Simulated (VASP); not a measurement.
Consider the following.

```xyz
2
Lattice="0.0000 2.9441 2.9441 2.9441 0.0000 2.9441 2.9441 2.9441 0.0000" Properties=species:S:1:pos:R:3 pbc="T T T"
Hg     0.0000     0.0000     0.0000
S      1.4720     1.4720     1.4720
```

Calculation: PBEsol GGA, VASP's PBE PAW potentials (set 64) (plane waves; VASP). Run with 520 eV cut-off, 11×11×11 Γ-centred mesh, first-order Methfessel-Paxton smearing of 0.10 eV, potentials Hg S.

Unless said otherwise, spin-orbit coupling is left out, though it shifts the bands of the heavy elements here.

Task: Predict the energy per atom (σ→0), band gap (on the k-mesh) with the smallest direct gap where there is one.

Result: 
```json
{
  "band gap (on the k-mesh)": "none (metal, semimetal or under 0.01 eV)",
  "energy per atom (σ→0)": "-2.639 eV/atom"
}
```

Total energies compare only between runs with the same potentials, cut-off and functional.

The compound is HgS in the zinc blende structure, metacinnabar; cinnabar is the stable form. It was relaxed first.
